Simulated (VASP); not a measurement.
Calculation: r2SCAN meta-GGA, VASP's PBE PAW potentials (set 64) (plane waves; VASP).

Gaps are without spin-orbit coupling.

Problem. Order these relaxed crystals by band gap, smallest first: Cd2SeS, P3m1 (156); Ca2H3Br, P-3m1 (164); MgO, Fm-3m (225); BN, F-43m (216).

Solution. Cd2SeS, P3m1 (156) (1.22 eV), Ca2H3Br, P-3m1 (164) (2.16 eV), BN, F-43m (216) (4.98 eV), MgO, Fm-3m (225) (5.73 eV)
